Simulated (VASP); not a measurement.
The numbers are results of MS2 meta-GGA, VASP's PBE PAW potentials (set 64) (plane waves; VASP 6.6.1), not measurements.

VASP ran on this input.

POSCAR:
```
CuI
1.0
  0.0000000000   2.9137237024   2.9137237024
  2.9137237024   0.0000000000   2.9137237024
  2.9137237024   2.9137237024   0.0000000000
Cu I
1 1
Cartesian
  5.8274474048   5.8274474048   5.8274474048
  1.4568618512   1.4568618512   1.4568618512
```

INCAR:
```
! general
SYSTEM   =  CuI
PREC     =  Accurate
ENCUT    =  520
LREAL    =  .FALSE.
LASPH    =  .TRUE.

! electronic loop
EDIFF    =  1E-7
NELM     =  100
ALGO     =  Normal
LMAXMIX  =  4
LMIXTAU  =  .TRUE.

! smearing
ISMEAR   =  0
SIGMA    =  0.05

! functional
METAGGA  =  MS2

! ions
ISIF     =  2

! output
LWAVE    =  .FALSE.
LCHARG   =  .FALSE.
```

**KPOINTS**
```
Automatic mesh
0
Gamma
8 8 8
0 0 0
```

POTCAR, in this order: Cu I (PBE.64 set). Program: vasp_std.

Output

### OSZICAR
```
       N       E                     dE             d eps       ncg     rms          rms(c)
DAV:   1     0.990865818538E+02    0.99087E+02   -0.75473E+03   754   0.142E+03
DAV:   2    -0.507048349380E+01   -0.10416E+03   -0.98218E+02   759   0.269E+02
DAV:   3    -0.115625968444E+02   -0.64921E+01   -0.63947E+01  1033   0.805E+01
DAV:   4    -0.117237772010E+02   -0.16118E+00   -0.16102E+00   872   0.109E+01
DAV:   5    -0.117291996429E+02   -0.54224E-02   -0.54222E-02  1097   0.218E+00    0.114E+01
DAV:   6    -0.443822354413E+01    0.72910E+01   -0.34419E+01   814   0.158E+02    0.827E+00
DAV:   7    -0.255611039104E+01    0.18821E+01   -0.77440E+00   904   0.108E+02    0.281E+00
DAV:   8    -0.256430766409E+01   -0.81973E-02   -0.12222E+00  1131   0.324E+01    0.164E+00
DAV:   9    -0.254748080034E+01    0.16827E-01   -0.11408E-01  1156   0.753E+00    0.701E-01
DAV:  10    -0.254733412724E+01    0.14667E-03   -0.21242E-02   917   0.385E+00    0.394E-01
DAV:  11    -0.253681222255E+01    0.10522E-01   -0.22596E-02   928   0.334E+00    0.351E-01
DAV:  12    -0.254512859798E+01   -0.83164E-02   -0.22441E-02   874   0.411E+00    0.643E-02
DAV:  13    -0.254525940955E+01   -0.13081E-03   -0.10122E-03  1087   0.375E-01    0.633E-02
DAV:  14    -0.254528711153E+01   -0.27702E-04   -0.21589E-04   912   0.269E-01    0.451E-02
DAV:  15    -0.254539461965E+01   -0.10751E-03   -0.33759E-04   894   0.596E-01    0.136E-02
DAV:  16    -0.254531750449E+01    0.77115E-04   -0.60689E-05   784   0.911E-02    0.100E-02
DAV:  17    -0.254532688564E+01   -0.93812E-05   -0.17037E-06   914   0.168E-02    0.810E-03
DAV:  18    -0.254533084363E+01   -0.39580E-05   -0.39210E-07   909   0.179E-02    0.387E-03
DAV:  19    -0.254532746237E+01    0.33813E-05   -0.63754E-07   963   0.239E-02    0.272E-03
DAV:  20    -0.254532814293E+01   -0.68056E-06   -0.59355E-08   432   0.618E-03    0.139E-03
DAV:  21    -0.254532742731E+01    0.71562E-06   -0.25129E-08   422   0.228E-03    0.432E-04
DAV:  22    -0.254532767530E+01   -0.24799E-06   -0.58382E-09   437   0.136E-03    0.267E-04
DAV:  23    -0.254532772324E+01   -0.47936E-07   -0.40854E-09   417   0.181E-03
   1 F= -.25453277E+01 E0= -.25453277E+01  d E =-.687021E-12
```

### OUTCAR
```
------------------------ aborting loop because EDIFF is reached ----------------------------------------
  FORCE on cell =-STRESS in cart. coord.  units (eV):
  Direction    XX          YY          ZZ          XY          YZ          ZX
  --------------------------------------------------------------------------------------
  Total        1.0426011      1.0426011      1.0426011     -0.0000000     -0.0000000      0.0000000
  in kB       33.7639825     33.7639825     33.7639825     -0.0000000     -0.0000000      0.0000000
  external PRESSURE =      33.7639825 kB  Pullay stress =       0.0000000 kB
  volume of cell :       49.47
      direct lattice vectors                 reciprocal lattice vectors
     0.000000000  2.913723702  2.913723702    -0.171601720  0.171601720  0.171601720
     2.913723702  0.000000000  2.913723702     0.171601720 -0.171601720  0.171601720
     2.913723702  2.913723702  0.000000000     0.171601720  0.171601720 -0.171601720
  FREE ENERGIE OF THE ION-ELECTRON SYSTEM (eV)
  ---------------------------------------------------
  free  energy   TOTEN  =        -2.5453277232 eV

  energy  without entropy=       -2.5453277232  energy(sigma->0) =       -2.54532772
```
(Selected blocks of OUTCAR.)

The compound is CuI in the zinc blende structure. This cell is one point of a volume scan, at 0.94 of the reference volume.
